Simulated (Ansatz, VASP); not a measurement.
## GaP: VASP beside Ansatz

One calculation is typed for both programs; each brings its own data sets. How far apart do they land? The cell is taken from a series of runs on this material, whose earlier steps may have relaxed, scaled, displaced or heated it; both programs get it as it stands.

Main program and level: Ansatz 0.2.0; plane waves, with VASP 6.6.1 beside it; single point at LDA.

## 1. The structure

Symmetry: F-43m, No. 216, cubic system. The conventional cell has a = 5.373 Å, b = 5.373 Å, c = 5.373 Å, α = 90.00°, β = 90.00°, γ = 90.00°. Nearest to P lie 4 Ga at 2.33 Å. Ga has 4 P at 2.33 Å nearest. Farther neighbours are not listed.

As a file:

```xyz
2
Lattice="0.0000 2.6867 2.6867 2.6867 0.0000 2.6867 2.6867 2.6867 0.0000" Properties=species:S:1:pos:R:3 pbc="T T T"
P     4.0300    4.0300    4.0300
Ga    0.0000    0.0000    0.0000
```

## 2. VASP: single point, LDA

With cell and atoms fixed, the geometry can't cause a difference; cores, projectors, grids and the points listed under the comparison can.

Lines of VASP's logs that name or quote its potential files are left out, and so is its time.

Input file INCAR:

```
SYSTEM = GaP
PREC = Accurate
ENCUT = 500
EDIFF = 1E-06
NELM = 120
ISMEAR = 0
SIGMA = 0.02
LREAL = .FALSE.
ALGO = Normal
GGA = PW92
NBANDS = 15
LORBIT = 11
LWAVE = .FALSE.
LCHARG = .FALSE.
ISIF = 2
LASPH = .TRUE.
GGA_COMPAT = .FALSE.
EFERMI = MIDGAP
```

Input file POSCAR:

```
GaP
1.0
    0.0000000000      2.6866899084      2.6866899084
    2.6866899084      0.0000000000      2.6866899084
    2.6866899084      2.6866899084      0.0000000000
P Ga
1 1
Direct
    0.7500000000      0.7500000000      0.7500000000
    0.0000000000      0.0000000000      0.0000000000
```

Input file KPOINTS:

```
Automatic mesh
0
Gamma
12 12 12
0 0 0
```

PAW data sets: P and Ga_d (LDA family, release 64).

Started as:

```
$ mpirun -np 1 vasp_std
```

Numbers of over 12 decimals in the logs are rounded to 6 here.

The log of the run:

```text
[banner, memory and clock lines left out]
running    1 mpi-ranks, on    1 nodes
 distrk:  each k-point on    1 cores,    1 groups
 distr:  one band on    1 cores,    1 groups

 POSCAR found type information on POSCAR P Ga
 POSCAR found :  2 types and       2 ions
|                                                                             |
|               ----> ADVICE to this user running VASP <----                  |
|                                                                             |
|     You enforced a specific xc type in the INCAR file but a different       |
|     [... a line on the potential file left out ...]
|     I HOPE YOU KNOW WHAT YOU ARE DOING!                                     |
|                                                                             |

 LDA part: xc-table for (Slater(with rela. corr.)+PW92), standard interpolation
 POSCAR, INCAR and KPOINTS ok, starting setup
 FFT: planning ... GRIDC
 FFT: planning ... GRID_SOFT
 FFT: planning ... GRID
 WAVECAR not read
 entering main loop
       N       E                     dE             d eps       ncg     rms          rms(c)
DAV:   1     0.778563274381E+02    0.77856E+02   -0.90418E+03  2279   0.171E+03
DAV:   2    -0.455940750922E+01   -0.82416E+02   -0.78492E+02  2426   0.315E+02
DAV:   3    -0.106809957998E+02   -0.61216E+01   -0.60983E+01  2741   0.683E+01
DAV:   4    -0.107844406284E+02   -0.10344E+00   -0.10342E+00  2613   0.957E+00
DAV:   5    -0.107864723261E+02   -0.20317E-02   -0.20316E-02  2843   0.117E+00    0.453E+00
DAV:   6    -0.105042174806E+02    0.28225E+00   -0.38942E-01  3330   0.114E+01    0.293E+00
DAV:   7    -0.104524052465E+02    0.51812E-01   -0.95938E-02  2816   0.228E+00    0.108E+00
DAV:   8    -0.104478077600E+02    0.45975E-02   -0.12447E-02  2784   0.130E+00    0.220E-01
DAV:   9    -0.104477659132E+02    0.41847E-04   -0.10559E-03  3238   0.420E-01    0.618E-02
DAV:  10    -0.104477618173E+02    0.40959E-05   -0.52778E-05  3379   0.932E-02    0.238E-02
DAV:  11    -0.104477678388E+02   -0.60215E-05   -0.89870E-06  2699   0.436E-02    0.781E-03
DAV:  12    -0.104477676316E+02    0.20720E-06   -0.43991E-07  1836   0.774E-03
   1 F= -.10447768E+02 E0= -.10447768E+02  d E =0.000000E+00
```

From OUTCAR (step 2):

```text
ion  position               nearest neighbor table
   1  0.750  0.750  0.750-   2 2.33   2 2.33   2 2.33   2 2.33
   2  0.000  0.000  0.000-   1 2.33   1 2.33   1 2.33   1 2.33

  LATTYP: Found a face centered cubic cell.
 ALAT       =     5.3733798168

 Subroutine GETGRP returns: Found 24 space group operations
 (whereof 24 operations were pure point group operations)

The static configuration has the point symmetry T_d .

 Found     72 irreducible k-points:

   k-points           NKPTS =     72   k-points in BZ     NKDIM =     72   number of bands    NBANDS=     15

   dimension x,y,z NGX =    28 NGY =   28 NGZ =   28
   dimension x,y,z NGXF=    56 NGYF=   56 NGZF=   56

   ENCUT  =  500.0 eV  36.75 Ry    6.06 a.u.   6.93  6.93  6.93*2*pi/ulx,y,z

   NELECT =      18.0000    total number of electrons

 k-points in reciprocal lattice and weights: Automatic mesh
   0.00000000  0.00000000  0.00000000       0.001
   0.08333333  0.00000000  0.00000000       0.005
   0.16666667  0.00000000  0.00000000       0.005
   0.25000000  0.00000000  0.00000000       0.005
   0.33333333  0.00000000  0.00000000       0.005
   0.41666667  0.00000000  0.00000000       0.005
   0.50000000  0.00000000  0.00000000       0.002
   0.08333333  0.08333333  0.00000000       0.003
   0.16666667  0.08333333  0.00000000       0.014
[...]
-0.33333333  0.50000000  0.16666667       0.007
  -0.25000000  0.50000000  0.25000000       0.003

 average (electrostatic) potential at core
       1 -84.2184       2 -66.1802

 E-fermi :   5.6441

 k-point     1 :       0.0000    0.0000    0.0000
  band No.  band energies     occupation
    ...
      5      -9.7208      2.00000
      6      -7.8800      2.00000
      7       4.9581      2.00000
      8       4.9581      2.00000
      9       4.9581      2.00000
     10       6.9510      0.00000
     11       8.7411      0.00000
     12       8.7411      0.00000
     13       8.7411      0.00000
     14      13.6476      0.00000
    ...

 k-point     2 :       0.0833    0.0000    0.0000
  band No.  band energies     occupation
    ...
      5      -9.7208      2.00000
      6      -7.7843      2.00000
      7       4.0353      2.00000
      8       4.8375      2.00000
      9       4.8375      2.00000
     10       7.4076      0.00000
     11       8.9229      0.00000
     12       8.9229      0.00000
     13       8.9748      0.00000
     14      14.1201      0.00000
    ...

 k-point     3 :       0.1667    0.0000    0.0000
  band No.  band energies     occupation
    ...
      5      -9.7207      2.00000
      6      -7.5036      2.00000
      7       2.4888      2.00000
      8       4.5561      2.00000
      9       4.5561      2.00000
     10       7.4088      0.00000
     11       9.3235      0.00000
     12       9.3235      0.00000
     13      10.0151      0.00000
     14      13.9205      0.00000
    ...

  Total        0.2279727      0.2279727      0.2279727      0.0000000      0.0000000      0.0000000
  in kB        9.4169617      9.4169617      9.4169617      0.0000000      0.0000000      0.0000000
  external PRESSURE =       9.4169617 kB  Pullay stress =       0.0000000 kB

  energy-cutoff  :      500.00
  volume of cell :       38.79
      direct lattice vectors                 reciprocal lattice vectors
     0.000000000  2.686689908  2.686689908    -0.186102608  0.186102608  0.186102608
     2.686689908  0.000000000  2.686689908     0.186102608 -0.186102608  0.186102608
     2.686689908  2.686689908  0.000000000     0.186102608  0.186102608 -0.186102608

 POSITION                                       TOTAL-FORCE (eV/Angst)
 -----------------------------------------------------------------------------------
      4.03003      4.03003      4.03003        -0.000000      0.000000      0.000000
      0.00000      0.00000      0.00000         0.000000     -0.000000     -0.000000
 -----------------------------------------------------------------------------------
    total drift:                               -0.000000     -0.000000     -0.000000

  FREE ENERGIE OF THE ION-ELECTRON SYSTEM (eV)
  ---------------------------------------------------
  free  energy   TOTEN  =       -10.4477676316 eV

  energy  without entropy=      -10.4477676316  energy(sigma->0) =      -10.44776763

 total charge
# of ion       s       p       d       tot
------------------------------------------
    1        1.022   1.541   0.000   2.563
    2        0.879   0.907  10.020  11.806
--------------------------------------------------
tot          1.902   2.448  10.020  14.369

[... 3 further parts left out ...]
```

The run ends at a pressure of 0.94 GPa.

## 3. Ansatz: single point, LDA

Ansatz runs on its PAW soft_1 files.

The same cell, functional (in two slightly different forms), mesh and smearing now go to Ansatz, which takes its cutoff from its data sets.

Input file input.yaml:

```yaml
crystal:
  lattice:
    - [0.0, 2.6866899084, 2.6866899084]
    - [2.6866899084, 0.0, 2.6866899084]
    - [2.6866899084, 2.6866899084, 0.0]
  atoms:
    - { symbol: P, position: [0.75, 0.75, 0.75] }
    - { symbol: Ga, position: [0.0, 0.0, 0.0] }
kpoints:
  mp_grid: { grid: [12, 12, 12] }
hamiltonian:
  xc: lda
  pseudopotentials: { kind: paw, azcp: { folder: soft_1 }, xc_functional: pbe }
scf:
  occupations: { method: gaussian, width: 0.02 }
output:
  forces: true
  stress: true
  eigenvalues: true
```

Started as:

```
$ ansatz run input.yaml --threads 4 --pin off --max-ram 10240MiB --backend cpu --events-out ev --progress --plain --runs-dir out
```

The log of the run:

```text
Engine: ansatz 0.2.0, aarch64-unknown-linux-gnu
Pseudopotentials: kind: paw
Pseudopotential: P, paw, valence charge 5, recommended cutoff 420 eV (normal), soft_1/P.paw.azcp
Pseudopotential: Ga, paw, valence charge 13, recommended cutoff 420 eV (normal), soft_1/Ga.paw.azcp
Functional definition: SPW92
  exchange = slater_x
  correlation = pw_c
Crystal: 2 atoms, lattice volume = 38.787 Å³
Basis set: ecut = 420 eV, 749 PW (Γ)
Bands: 13, of which v1, the nominal top of the filled ones, is band 9 counted from 1 (8 counted from 0)
Symmetry: 24 space group operations
Space group: F-43m (ITA 216), of the structure as read, at distance tolerance 3.4e-5 Å
k-points: 72 of 1728 (time reversal used)
Non-local potential: P, projectors of the file, l = 0: 2, l = 1: 2, l = 2: 1
Non-local potential: Ga, projectors of the file, l = 0: 2, l = 1: 2, l = 2: 3, l = 3: 1
PAW form: soft (Blöchl's): semilocal exchange-correlation on the pseudo side does not see the compensation charge
PAW frozen core: P, regenerated for the run's functional, and the local potential with it (the file was generated under x = pbe(κ = 0.804, μ = 0.219515), c = pbe(β = 0.066725))
PAW frozen core: Ga, regenerated for the run's functional, and the local potential with it (the file was generated under x = pbe(κ = 0.804, μ = 0.219515), c = pbe(β = 0.066725))
PAW one-centre angular grid: P, 110 points (default); XC on 64 Gauss nodes
PAW one-centre angular grid: Ga, 590 points (default); XC on 64 Gauss nodes
Initial density: superposition of atomic densities (chi_scale 0.1, normalization cell, long waves kept (reshape's long-wave potential 0.00 eV rms))
Initial wavefunctions: pseudopotential atomic-orbital guess
Functional: x = slater, c = lda
SCF iter   1: F=—  HF=-4433.970299 eV  |F-HF|=—  |Δ(HF+E_count)|=         —  Δρ=4.53e-2  dr2=6.73e-1  ethr=3.10e-3  ⟨swp⟩=6.4  Hψ=6559  notcnv=0
preconditioner: auto → none  [insulator: Δε(μ)=1.829 eV  Ē_g=15.553 eV  σ=0.020 eV  W_gap=1.00  n_scr=14 (ndim 8)  ℏωp=25.3 eV  f_vac=0.000  D(μ)=0.00/eV (n_scr^D=0)  ε∞_Penn≈3.6]
SCF iter   2: F=—  HF=-4433.789752 eV  |F-HF|=—  |Δ(HF+E_count)|=   1.81e-1  Δρ=2.04e-2  dr2=9.10e-2  ethr=3.10e-3  ⟨swp⟩=2.2  Hψ=1874  notcnv=0
SCF iter   3: F=—  HF=-4433.775755 eV  |F-HF|=—  |Δ(HF+E_count)|=   1.40e-2  Δρ=5.19e-3  dr2=1.02e-2  ethr=5.06e-4  ⟨swp⟩=3.0  Hψ=1867  notcnv=0
SCF iter   4: F=—  HF=-4433.771973 eV  |F-HF|=—  |Δ(HF+E_count)|=   3.78e-3  Δρ=2.37e-3  dr2=7.80e-4  ethr=5.65e-5  ⟨swp⟩=2.9  Hψ=2035  notcnv=0
SCF iter   5: F=—  HF=-4433.771634 eV  |F-HF|=—  |Δ(HF+E_count)|=   3.39e-4  Δρ=5.46e-4  dr2=4.32e-5  ethr=4.34e-6  ⟨swp⟩=2.0  Hψ=1841  notcnv=0
SCF iter   6: F=—  HF=-4433.771635 eV  |F-HF|=—  |Δ(HF+E_count)|=   7.68e-7  Δρ=2.95e-5  dr2=2.07e-7  ethr=2.40e-7  ⟨swp⟩=2.4  Hψ=1185  notcnv=0
SCF iter   7: F=-4433.771635 eV  HF=-4433.771635 eV  |F-HF|=1.84e-9  |Δ(HF+E_count)|=   1.32e-7  Δρ=6.09e-6  dr2=6.98e-9  ethr=5.56e-10  ⟨swp⟩=6.5  Hψ=4810  notcnv=0
SCF 1 converged in 7 iterations: F = -4433.771635 eV  dr2 = 6.98e-9
  greatest PAW one-centre occupation: 0.994 electrons in one spin orbital (limit 2), on the Ga atom at site 1 (counted from 0), in its partial waves of l = 2
SCF converged after 7 iterations
Free energy (F): -4433.771635 eV
Harris-Foulkes:  -4433.771635 eV  (|F-HF|=1.84e-9)
Internal energy: -4433.771635 eV  (E = F + TS)
E sigma→0 (E₀):  -4433.771635 eV
Fermi energy:    8.060751 eV
--- Per-component energies (eV) ---
  E_band       = -56.720627
  E_kinetic    = 182.439436
  E_local      = -1652.016481  (includes V_loc(G=0)·N_el)
  E_nonlocal   = -57.224376
  E_hartree    = 1003.886698
  E_xc         = -136.114994
  E_vxc        = -118.799857  (∫ρ·V_xc dr)
  E_paw        = -2445.103126  (= ΣΔE_a)
  E_vpaw       = -418.888693  (= ΣTr[D̂ρ^β])
  E_aug_tail   = -0.000251  (compensation charges beyond the density's cutoff)
  E_ewald      = -1331.484375
  E_core_change = 1.845833  (= ΣΔE_core)
  E_smearing   = -0.000000  (= −TS)
  E_closure    = 0.000000  (closes the sum)
  Σ components = -4433.771635   (vs F -4433.771635, Δ=0.00e0)
--- Forces (eV/Å), atoms counted from 1 ---
  atom   1  P      0.00000000    -0.00000000    -0.00000000
  atom   2  Ga     0.00000000    -0.00000000    -0.00000000
  max |Σ_I F_I| component: 3.33e-16 eV/Å
--- Stress (GPa, compression-positive) ---
        0.928553      -0.000000      -0.000000
        0.000000       0.928553       0.000000
       -0.000000       0.000000       0.928553
  P = ⅓ Tr σ = 0.9286 GPa (9.286 kbar)
--- Band table (eV; the first three rows and the last of 72) ---
  k-point 0: bands = [... 5 lower, -5.4703, 7.3766, 7.3766, 7.3766, 9.3414, 11.1520, 11.1520, 11.1520]
  k-point 1: bands = [... 5 lower, -5.3745, 6.4492, 7.2559, 7.2559, 9.8038, 11.3335, 11.3335, 11.3841]
  k-point 2: bands = [... 5 lower, -5.0935, 4.9010, 6.9741, 6.9741, 9.8099, 11.7333, 11.7333, 12.4207]
  k-point 71: bands = [... 5 lower, -2.1572, 0.5481, 3.5502, 3.6918, 11.9788, 12.3254, 13.3728, 13.4645]
```

The column dr2 measures how far the density is from self-consistency, as an energy; F and HF (Harris–Foulkes) agree once it is small.

The run ends at a pressure of 0.93 GPa.

## 4. Comparison

Known differences besides the potentials themselves: the cutoff is 420 eV in Ansatz and 500 eV in VASP; VASP's log shows a relativistic correction to its local exchange, Ansatz's none. Total energies have different zeros and are not compared.

Compared:

```
              quantity  Ansatz   VASP  difference
        pressure (GPa)    0.93   0.94       -0.01
gap on the k mesh (eV)   1.369  1.372      -0.003
```

A gap on the mesh is an upper bound, since the band edges may lie between its points.

## 5. Summary of results

| Quantity | Value |
| --- | --- |
| difference in gap on the k mesh (single point, LDA) | -0.0033 eV |

In words: The difference in gap on the k mesh is -0.0033 eV (single point, LDA), within the 0.08 eV picked in this series as the mark of a large difference. How closely two codes agree says nothing of how well the functional describes the real material.

[Lines on the potential files, build, host, timing and source positions are cut from VASP's logs without a mark.]

[Logs are printed without paths, hosts, clocks, repeated set-up lines and the standing remarks that a program may print on its own settings, such as how far it seeks lower states.]

[Hosts, paths, dates, database ids (printed as entryN), source tags and the programs' standing remarks are cut or masked in the printed files.]
